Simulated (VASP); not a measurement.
Consider the following.

```
TiO2
1.0
    4.55356     0.00000     0.00000
    0.00000     4.55356     0.00000
    0.00000     0.00000     2.92366
Ti O
2 4
Direct
  0.00000   0.00000   0.00000
  0.50000   0.50000   0.50000
  0.30400   0.30400   0.00000
  0.80400   0.19600   0.50000
  0.19600   0.80400   0.50000
  0.69600   0.69600   0.00000
```

The numbers are results of LDA (Ceperley-Alder, Perdew-Zunger), VASP's LDA PAW potentials (set 64) (plane waves; VASP 6.6.1), not measurements. Run with 520 eV cut-off, 5×5×7 Γ-centred mesh, Gaussian smearing of 0.050 eV, potentials Ti_sv O.

Problem. What does the run give for the energy per atom (σ→0), band gap (on the k-mesh) with the smallest direct gap where there is one?

Solution. 
```yaml
band gap (on the k-mesh): 1.82 eV
smallest direct gap (on the k-mesh): 1.82 eV
energy per atom (σ→0): -9.796 eV/atom
```

The absolute energy has meaning only against runs of the same code, potentials and settings.

The compound is TiO2 in the rutile structure. It was relaxed first. The start is the result of an earlier pass.
